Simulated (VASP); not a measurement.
Level of theory: r2SCAN meta-GGA, VASP's PBE PAW potentials (set 64) (plane waves; VASP).

The input files of a VASP run:

INCAR:
```
ALGO=Normal
EDIFF=1E-6
EDIFFG=-0.02
ENCUT=400
IBRION=2
ISIF=3
ISMEAR=1
LASPH=T
LCHARG=F
LMAXMIX=4
LMIXTAU=T
LREAL=F
LWAVE=F
METAGGA=R2SCAN
NELM=100
NSW=60
PREC=Accurate
SIGMA=0.1
SYSTEM=Pd
```

**POSCAR**
```
Pd
1
    4.4132184710    -0.0000000000    -0.0000000000
   -2.2066092355     3.8219594877     0.0000000000
    0.0000000000     0.0000000000     2.6354691226
Pd
3
Direct
  0.0000000000   0.0000000000   1.0000000000
  0.3333330000   0.6666670000   0.5000000000
  0.6666670000   0.3333330000   0.5000000000
```

File KPOINTS:
```
Automatic mesh
0
Gamma
7 7 10
0 0 0
```

POTCAR, in this order: Pd (PBE.64 set). Program: vasp_std.

Energy and stress use the plane-wave basis of the starting cell.

What does the run give for the energy per atom (σ→0), volume per atom, band gap (on the k-mesh)?

```
Quantity                                                    Result
------------------------  ----------------------------------------
energy per atom (σ→0)                              -22.839 eV/atom
band gap (on the k-mesh)  none (metal, semimetal or under 0.01 eV)
volume per atom                                      15.27 Å³/atom
```

**OSZICAR**
```
...
DAV:   1    -0.685157242944E+02   -0.27077E-03   -0.11602E-02  1863   0.862E-01    0.944E-02
DAV:   2    -0.685154972549E+02    0.22704E-03   -0.41256E-04  1869   0.201E-01    0.501E-02
DAV:   3    -0.685155376273E+02   -0.40372E-04   -0.35852E-04  1872   0.255E-01    0.568E-02
DAV:   4    -0.685155010845E+02    0.36543E-04   -0.12203E-04  1925   0.142E-01    0.106E-02
DAV:   5    -0.685154980848E+02    0.29997E-05   -0.86793E-06  1854   0.248E-02    0.534E-03
DAV:   6    -0.685154991893E+02   -0.11045E-05   -0.35274E-06  1640   0.154E-02    0.239E-03
DAV:   7    -0.685154997818E+02   -0.59251E-06   -0.92516E-07   942   0.846E-03
   5 F= -.68515500E+02 E0= -.68516444E+02  d E =-.996894E-03
```

The structure was generated: Pd was put into the omega type (P6/mmm), which need not be its known phase. This run relaxes it. Symmetry was kept, so distortions that lower it aren't found. The start is the result of an earlier pass.
